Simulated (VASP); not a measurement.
Input:

```
CoGa
1.0
    2.84179     0.00000     0.00000
    0.00000     2.84179     0.04263
    0.00000     0.04263     2.84179
Ga Co
1 1
Direct
  0.50000   0.50000   0.50000
  0.00000   0.00000   0.00000
```

Level of theory: r2SCAN meta-GGA, VASP's PBE PAW potentials (set 64) (plane waves; VASP). Run with 480 eV cut-off, 12×12×12 Γ-centred mesh, first-order Methfessel-Paxton smearing of 0.10 eV, potentials Ga_d Co.

Task: What does the run give for the energy per atom (σ→0), band gap (on the k-mesh) with the smallest direct gap where there is one?

Result: 
```
Item                                                         Value
------------------------  ----------------------------------------
band gap (on the k-mesh)  none (metal, semimetal or under 0.01 eV)
energy per atom (σ→0)                              -12519 meV/atom
```

The compound is CoGa in the CsCl type structure. This cell was strained or had an atom moved on purpose. The run is not spin-polarised, so no magnetic state was tried.
